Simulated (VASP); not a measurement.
Consider the following.

```yaml
crystal:
  lattice:
    - [0.00000, 2.76183, 2.76183]
    - [2.76183, 0.00000, 2.76183]
    - [2.76183, 2.76183, 0.00000]
  atoms:
    - { symbol: Ag, position: [0.00000, 0.00000, 0.00000] }
    - { symbol: Cl, position: [0.50000, 0.50000, 0.50000] }
```

Computed with rev-vdW-DF2, VASP's PBE PAW potentials (set 64) (plane waves; VASP). Settings: 520 eV cut-off, Gaussian smearing of 0.050 eV, potentials Ag Cl.

**Question.** Give the energies of bands 2 to 11 at the high-symmetry points, in eV from the valence-band maximum.

**Answer.** 
```csv
band,Γ,X,U,L,W
2,-2.52,-4.40,-4.30,-5.35,-4.28
3,-2.52,-3.10,-4.25,-4.23,-4.07
4,-2.52,-3.10,-3.85,-4.23,-4.07
5,-2.47,-2.86,-2.38,-2.14,-2.05
6,-2.47,-2.27,-2.08,-2.14,-2.05
7,-2.35,-2.02,-1.90,-1.81,-2.02
8,-2.35,-2.02,-1.70,0.00,-2.01
9,-2.35,-1.92,-1.07,0.00,-1.23
10,0.82,2.27,3.53,4.15,4.14
11,10.85,8.00,7.22,6.51,7.86
```

The gap is indirect, 0.82 eV, from the valence maximum at L to the conduction minimum at Γ.

The compound is AgCl in the rock salt structure. It was relaxed first.
